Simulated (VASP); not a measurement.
Consider the following.

```xyz
5
Lattice="11.3829 -2.1142 0.1948 11.3829 2.1142 0.1948 10.9281 0.0000 3.8284" Properties=species:S:1:pos:R:3 pbc="T T T"
Bi    13.1876     0.0000     1.6509
Bi    20.5063     0.0000     2.5671
Se     0.0000     0.0000     0.0000
Se     7.7224     0.0000     0.9667
Se    25.9715     0.0000     3.2513
```

Level of theory: RPBE GGA, VASP's PBE PAW potentials (set 64) (plane waves; VASP). Run with 520 eV cut-off, 7×7×7 Γ-centred mesh, tetrahedra with Blöchl corrections, potentials Bi_d Se.

Without a dispersion term in the relaxation, distances and binding between the weakly bound layers, chains or molecules are unreliable, and so is what depends on them.

### Question
What does the run give for the energy per atom (σ→0)?

### Answer

The energy per atom (σ→0) comes out as -360.2 kJ/mol of atoms.

The absolute energy has meaning only against runs of the same code, potentials and settings.

The compound is Bi2Se3 in the tetradymite structure. It was relaxed first, which changed the volume by +24 %.
